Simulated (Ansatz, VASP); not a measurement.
**Cross-check of PtS2 between VASP and Ansatz**

One calculation is typed for both programs; each brings its own data sets. How far apart do they land? The cell is taken from a series of runs on this material, whose earlier steps may have relaxed, scaled, displaced or heated it; both programs get it as it stands.

Method: plane waves, with VASP 6.6.1 beside it; zone-centre phonons at PBEsol with D3(BJ), in Ansatz 0.2.0.

## (1) The structure

Symmetry: P-3m1, No. 164, trigonal system. Conventional cell: a = 3.527 Å, b = 3.527 Å, c = 4.196 Å, α = 90.00°, β = 90.00°, γ = 120.00°. S has 3 Pt at 2.36 Å nearest. Nearest to Pt lie 6 S at 2.36 Å. Farther neighbours and most contacts between anions are not listed.

## (2) Ansatz: zone-centre phonons, PBEsol with D3(BJ)

Ansatz runs on its PAW soft_1 files.

Second derivatives magnify differences that forces hide, and they need a tight electronic threshold.

input.yaml

```yaml
crystal:
  lattice:
    - [3.527095872, 0.0, 0.0]
    - [-1.763547936, 3.0545546268, 0.0]
    - [0.0, 0.0, 4.1962141595]
  atoms:
    - { symbol: S, position: [0.3333333333, 0.6666666667, 0.2821474789] }
    - { symbol: S, position: [0.6666666667, 0.3333333333, 0.7178525211] }
    - { symbol: Pt, position: [0.0, 0.0, 0.0] }
kpoints:
  mp_grid: { grid: [15, 15, 12] }
hamiltonian:
  xc: pbesol
  dispersion: d3bj
  pseudopotentials: { kind: paw, azcp: { folder: soft_1 }, xc_functional: pbe }
scf:
  occupations: { method: methfessel_paxton, width: 0.2 }
output:
  eigenvalues: true
phonons:
  method: dfpt
```

On the command line:

```console
$ ansatz run input.yaml --threads 4 --pin off --max-ram 10240MiB --backend cpu --events-out ev --progress --plain --runs-dir out
```

Numbers of over 12 decimals in the logs are rounded to 6 here.

Log:

```text
Engine: ansatz 0.2.0, x86_64-unknown-linux-gnu
Pseudopotentials: kind: paw
Pseudopotential: S, paw, valence charge 6, recommended cutoff 420 eV (normal), soft_1/S.paw.azcp
Pseudopotential: Pt, paw, valence charge 18, recommended cutoff 420 eV (normal), soft_1/Pt.paw.azcp
Functional definition: PBEsol
  exchange = pbesol_x
  correlation = pbesol_c
Crystal: 3 atoms, lattice volume = 45.209 Å³
Basis set: ecut = 420 eV, 861 PW (Γ), exchange–correlation on 48×48×60 points (8 copies of the dense FFT grid, shifted against one another)
Bands: 19, of which v1, the nominal top of the filled ones, is band 15 counted from 1 (14 counted from 0)
Symmetry: 12 space group operations
k-points: 728 of 2700 (irreducible under 2 space group operations, time reversal used)
Non-local potential: S, projectors of the file, l = 0: 2, l = 1: 2, l = 2: 1
Non-local potential: Pt, projectors of the file, l = 0: 3, l = 1: 2, l = 2: 2, l = 3: 1
PAW form: soft (Blöchl's): semilocal exchange-correlation on the pseudo side does not see the compensation charge
PAW frozen core: S, regenerated for the run's functional, and the local potential with it (the file was generated under x = pbe(κ = 0.804, μ = 0.219515), c = pbe(β = 0.066725))
PAW frozen core: Pt, regenerated for the run's functional, and the local potential with it (the file was generated under x = pbe(κ = 0.804, μ = 0.219515), c = pbe(β = 0.066725))
PAW one-centre angular grid: S, 110 points (default); XC on 64 Gauss nodes
PAW one-centre angular grid: Pt, 590 points (default); XC on 64 Gauss nodes
Initial density: superposition of atomic densities (chi_scale 0.1, normalization cell, long waves kept (reshape's long-wave potential 0.00 eV rms))
Initial wavefunctions: pseudopotential atomic-orbital guess
Functional: x = pbesol(κ = 0.804, μ = 0.123457), c = pbesol(β = 0.046)
SCF iter   1: F=—  HF=-14158.094731 eV  |F-HF|=—  |Δ(HF+E_count)|=         —  Δρ=8.00e-2  dr2=2.38e0  ethr=3.10e-3  ⟨swp⟩=6.3  Hψ=73324  notcnv=0
preconditioner: auto → Resta (q_TF=auto, 2.548 Å⁻¹)  ε∞=7.5  [insulator: Δε(μ)=0.221 eV  Ē_g=10.132 eV  σ=0.200 eV  W_gap=0.58  n_scr=20 (ndim 8)  ℏωp=25.9 eV  f_vac=0.000  D(μ)=0.06/eV (n_scr^D=0)  ε∞_Penn≈7.5]
SCF iter   2: F=—  HF=-14157.680148 eV  |F-HF|=—  |Δ(HF+E_count)|=   4.15e-1  S|Δr|=    0.00e0  Δρ=3.73e-2  dr2=4.53e-1  ethr=3.10e-3  ⟨swp⟩=2.6  Hψ=25791  notcnv=0
preconditioner: auto → Kerker (q_TF=auto, 2.548 Å⁻¹)  [metal: Δε(μ)=0.033 eV  Ē_g=10.145 eV  σ=0.200 eV  W_gap=0.14  n_scr=20 (ndim 8)  ℏωp=25.9 eV  f_vac=0.000  D(μ)=0.22/eV (n_scr^D=0)]
SCF iter   3: F=—  HF=-14157.592802 eV  |F-HF|=—  |Δ(HF+E_count)|=   8.73e-2  S|Δr|=    0.00e0  Δρ=5.27e-3  dr2=5.70e-3  ethr=1.51e-3  ⟨swp⟩=2.4  Hψ=20505  notcnv=0
SCF iter   4: F=—  HF=-14157.592552 eV  |F-HF|=—  |Δ(HF+E_count)|=   2.50e-4  S|Δr|=    0.00e0  Δρ=7.90e-4  dr2=2.72e-4  ethr=1.90e-5  ⟨swp⟩=2.7  Hψ=32172  notcnv=0
SCF iter   5: F=—  HF=-14157.592579 eV  |F-HF|=—  |Δ(HF+E_count)|=   2.70e-5  S|Δr|=    0.00e0  Δρ=2.55e-4  dr2=3.43e-5  ethr=9.06e-7  ⟨swp⟩=2.8  Hψ=24937  notcnv=0
SCF iter   6: F=—  HF=-14157.592578 eV  |F-HF|=—  |Δ(HF+E_count)|=   1.34e-6  S|Δr|=    0.00e0  Δρ=4.81e-5  dr2=1.40e-6  ethr=1.14e-7  ⟨swp⟩=2.8  Hψ=24946  notcnv=0
SCF iter   7: F=—  HF=-14157.592583 eV  |F-HF|=—  |Δ(HF+E_count)|=   5.27e-6  S|Δr|=    0.00e0  Δρ=8.48e-6  dr2=5.87e-8  ethr=4.65e-9  ⟨swp⟩=2.3  Hψ=21174  notcnv=0
SCF iter   8: F=—  HF=-14157.592583 eV  |F-HF|=—  |Δ(HF+E_count)|=   3.50e-9  S|Δr|=    0.00e0  Δρ=2.29e-6  dr2=2.80e-9  ethr=1.96e-10  ⟨swp⟩=2.4  Hψ=21998  notcnv=0
SCF iter   9: F=—  HF=-14157.592583 eV  |F-HF|=—  |Δ(HF+E_count)|=  2.02e-10  S|Δr|=    0.00e0  Δρ=5.89e-7  dr2=2.81e-10  ethr=9.34e-12  ⟨swp⟩=2.7  Hψ=26745  notcnv=0
SCF iter  10: F=-14157.592583 eV  HF=-14157.592583 eV  |F-HF|=0.00e0  |Δ(HF+E_count)|=  1.27e-11  S|Δr|=    0.00e0  Δρ=1.17e-7  dr2=7.78e-12  ethr=1.00e-12  ⟨swp⟩=5.9  Hψ=76840  notcnv=0
SCF 1 converged in 10 iterations: F = -14157.592583 eV  dr2 = 7.78e-12
  greatest PAW one-centre occupation: 1.000 electrons in one spin orbital (limit 2), on the Pt atom at site 2 (counted from 0), in its partial waves of l = 0
DFPT response loops at Γ: preconditioner auto → Kerker (q_TF=auto, 2.548 Å⁻¹) (partly filled bands, converged f_vac=0.000); β = 1.00, the filter's whole step (`scf.mixing.beta` (0.50) is not read by the response loops under this deck's `scf.mixing.preconditioner`; to damp them name `kerker` or `kerker_dos`, under which they read `scf.mixing.beta`, and type it under 1.00, their step now; both keys bind the ground state too); Broyden in place of MSR1
SCF converged after 10 iterations
Stability not checked: this state was not tested for a lower state beside it, because cold or Methfessel-Paxton smearing, or corrected tetrahedra, fill the levels in a way that the test cannot read (fill_not_monotonic; see scf.lower_state_search)
Free energy (F): -14157.592583 eV
Harris-Foulkes:  -14157.592583 eV  (|F-HF|=0.00e0)
Internal energy: -14157.593431 eV  (E = F + TS)
E sigma→0 (E₀):  -14157.592795 eV
Entropy (-TS):   0.000848 eV (0.283 meV/atom)
Fermi energy:    14.947396 eV
--- Per-component energies (eV) ---
  E_band       = -220.287384
  E_kinetic    = 812.354481
  E_local      = -2417.335620  (includes V_loc(G=0)·N_el)
  E_nonlocal   = 276.393927
  E_hartree    = 943.970071
  E_xc         = -409.640539
  E_vxc        = -439.639586  (∫ρ·V_xc dr)
  E_paw        = -10530.555336  (= ΣΔE_a)
  E_vpaw       = -340.001850  (= ΣTr[D̂ρ^β])
  E_aug_tail   = 0.001123  (compensation charges beyond the density's cutoff)
  E_ewald      = -2831.866927
  E_disp       = -1.325543  (pairwise vdW)
  E_core_change = 0.410930  (= ΣΔE_core)
  E_smearing   = 0.000848  (= −TS)
  E_closure    = 0.000000  (closes the sum)
  Σ components = -14157.592583   (vs F -14157.592583, Δ=0.00e0)
--- Band table (eV; the first three rows and the last of 728) ---
  k-point 0: bands = [... 11 lower, 12.4454, 13.3596, 13.3596, 15.5226, 15.5226, 15.5731, 17.6821, 20.5535]
  k-point 1: bands = [... 11 lower, 12.4309, 13.2552, 13.2552, 15.3955, 15.6735, 15.6735, 17.7960, 20.7384]
  k-point 2: bands = [... 11 lower, 12.3816, 13.0065, 13.0065, 14.9339, 16.0613, 16.0613, 18.1561, 21.1922]
  k-point 727: bands = [... 11 lower, 11.2475, 11.5000, 11.9882, 13.7573, 16.1847, 16.3498, 19.6622, 21.9998]
--- Phonons (Γ-DFPT): 4 representative perturbations + reference, on 728 of 2700 k-points (Σ response iterations 12) ---
  k mesh reduced under 2 symmetry operations, with k and −k counted as one. Each operation leaves every solved perturbation unchanged. A smaller set is not used because it would not reduce the number of displacements times k-points to solve
  ASR residual: 8.725e-5 → 0.000e0 eV/Å²; symmetrization residual: 3.780e-6 eV/Å²
  pairwise dispersion correction: d3bj (s6 = 1.0, s8 = 2.9491, a1 = 0.4466, a2_bohr = 6.1742), with the weights of each atom's references fixed at the reference crystal's, and the forces and stress that the weights' published response gives there kept as a pressure on the atom's counted neighbours (hamiltonian.dispersion)
  ASR residual per site (eV/Å²): 5.56e-6 5.56e-6 8.73e-5
  Γ frequencies (cm⁻¹): 0.00 0.00 0.00 302.93 302.93 335.16 336.81 336.81 374.33
  non-analytic LO–TO correction: not included (Born effective charges unavailable; polar crystals: no LO–TO splitting at Γ)
```

Reading the cycles: dr2 is the Hartree energy of the density residual (eV), the measure of convergence; HF is the Harris–Foulkes estimate of the energy, which meets the free energy F at convergence.

[end of part 1 of 2]

[Lines on the potential files, build, host, timing and source positions are cut from VASP's logs without a mark.]

[Logs are printed without paths, hosts, clocks, repeated set-up lines and the standing remarks that a program may print on its own settings, such as how far it seeks lower states.]

[Hosts, paths, dates, database ids (printed as entryN), source tags and the programs' standing remarks are cut or masked in the printed files.]
